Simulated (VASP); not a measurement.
Here is a VASP 6.6.1 calculation.

Contents of INCAR:

```
SYSTEM = HPbNO4
ALGO = Normal
EDIFF = 1E-7
ENCUT = 520
GGA = PE
ISIF = 2
ISMEAR = -1
KPAR = 4
LASPH = .TRUE.
LCHARG = .FALSE.
LREAL = .FALSE.
LWAVE = .FALSE.
NBANDS = 31
NELM = 60
PREC = Accurate
SIGMA = 0.05
```

Contents of KPOINTS:

```
k-points
0
G
  7 5 5
  0 0 0
```

POSCAR

```
HPbNO4
1.0
    3.8540400000      0.1438400000      0.0901200000
   -0.2532000000      5.5269800000      0.1647100000
   -0.4819700000     -1.9272000000      5.7202500000
H Pb N O
1 1 1 4
Direct
    0.0941660000      0.6524940000      0.5500540000
    0.6052850000      0.5156420000      0.1550950000
    0.9282200000      0.9662930000      0.9587100000
    0.0164780000      0.1295810000      0.8776250000
    0.7097780000      0.0011380000      0.1286680000
    0.0078160000      0.7445390000      0.8696830000
    0.1047850000      0.5898850000      0.3744560000
```

Potentials or basis: VASP PAW PBE potentials, release 64 (H, Pb_d, N, O).

Launch:

```sh
$ cat potpaw_PBE.64/H/POTCAR potpaw_PBE.64/Pb_d/POTCAR potpaw_PBE.64/N/POTCAR potpaw_PBE.64/O/POTCAR > POTCAR
$ mpirun -np 4 vasp_std > vasp.out
```

**Question.** Predict the band gap on the k mesh.

**Answer.** 3.21 eV, indirect (least direct gap 3.30 eV).

**Question.** Estimate the pressure.

**Answer.** 1.2 GPa.

**Question.** Predict the largest force.

**Answer.** 3.977 eV/Å.

Forces on the atoms (eV/Å):
```
H    0.240  0.016 -1.406
Pb  -0.228  0.124 -0.231
N   -2.748 -2.504  1.413
O    0.590  3.255 -0.201
O    1.266  1.006 -0.751
O    0.831 -1.883 -0.532
O    0.048 -0.014  1.708
```

Caveat: the standard files for N, O and F lose accuracy on very short bonds; spin-orbit coupling is left out, which as a rule narrows the gap of such compounds by several tenths of an eV; an odd mesh through Γ misses points on the zone boundary, where band edges often lie.
